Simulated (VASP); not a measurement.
Runs of VASP 6.6.1 on Fe2O3. It takes space group R-3c (No. 167, trigonal). The conventional cell has a = 5.038 Å, b = 5.038 Å, c = 13.772 Å, α = 90.00°, β = 90.00°, γ = 120.00°. Fe (site symmetry 3) is surrounded by 6 O at 1.95 to 2.12 Å. Around O (site symmetry 2) lie 4 Fe at 1.95 to 2.12 Å. 

```csv
level,potentials or basis,gap on the mesh (eV),pressure (GPa),moment (μB),relaxed volume (Å³/atom),largest force (eV/Å)
rev-vdW-DF2+U,"VASP PAW PBE potentials, release 64 (Fe, O)",(a),0.0,20.00,(c),-
LDA+U,"VASP PAW LDA potentials, release 64 (Fe, O)",1.20,0.0,20.00,9.73,-
r2SCAN+rVV10+U,"VASP PAW PBE potentials, release 64 (Fe, O)",2.67,0.0,20.00,(b),0.01
PBE+U,"VASP PAW PBE potentials, release 64 (Fe, O)",1.66,-0.1,20.00,10.43,0.01
```

Alike in all rows: task relaxation of cell and atoms; spin collinear, ferromagnetic start; Fe d U = 5.3 eV; cell relaxed; k mesh 9 × 9 × 9; cutoff (eV) 600; smearing methfessel-paxton 0.1 eV.

Problem. Estimate the missing entries.

Solution. (a) 1.54; (b) 10.01; (c) 10.24.

Caveats: an odd mesh through Γ misses points on the zone boundary, where band edges often lie; only a ferromagnetic start was run, and an antiferromagnetic order may lie lower in energy; the PAW data sets were made with another functional, which shifts forces and pressure a little (some runs).

Not every run made on this cell is shown here.
